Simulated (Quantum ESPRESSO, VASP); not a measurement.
An input for Quantum ESPRESSO (PBEsol, SSSP 1.1.2 efficiency (PBE) pseudopotentials):

```
&CONTROL
  calculation = 'scf',
  prefix = 'scf',
  outdir = './tmp/',
  pseudo_dir = './',
  tprnfor = .true.,
  tstress = .true.,
/
&SYSTEM
  ibrav = 4,
  A = 2.7299999987,
  C = 4.3200000000,
  nat = 2,
  ntyp = 1,
  ecutwfc = 40,
  ecutrho = 320,
  occupations = 'smearing',
  smearing = 'gaussian',
  degauss = 0.0099958,
  input_dft = 'pbesol',
/
&ELECTRONS
  conv_thr = 1.0e-11,
  mixing_beta = 0.3,
/
ATOMIC_SPECIES
Os   190.2300  Os_pbe_v1.2.uspp.F.UPF
ATOMIC_POSITIONS {crystal}
Os    0.3333333333    0.6666666667    0.2500000000
Os    0.6666666667    0.3333333333    0.7500000000
K_POINTS {automatic}
11 11 6  0 0 0
```

**Question.** Translate it to VASP.

**Answer.** One set of files that does it:

INCAR:
```
SYSTEM = Os
PREC = Accurate
ENCUT = 300
EDIFF = 1E-6
NELM = 100
ALGO = Normal
LREAL = .FALSE.
LASPH = .TRUE.
ISMEAR = 0
SIGMA = 0.136
GGA = PS
LMAXMIX = 6
LWAVE = .FALSE.
LCHARG = .FALSE.
ISIF = 2
```

KPOINTS:
```
Automatic mesh
0
Gamma
11 11 6
0 0 0
```

File POSCAR:
```
Os
1
    1.3650000000    -2.3642490000     0.0000000000
    1.3650000000     2.3642490000     0.0000000000
    0.0000000000     0.0000000000     4.3200000000
Os
2
Direct
  0.3333330000   0.6666670000   0.2500000000
  0.6666670000   0.3333330000   0.7500000000
```

POTCAR, in this order: Os (PBE.64 set). Program: vasp_std.

Both are inputs of real runs that ended normally. What can't carry over is the choice of potentials or basis and its cut-off, and each code's defaults.

The structure is a typed Os crystal (P6_3/mmc). The cell was not relaxed at this level, and it may have been scaled.
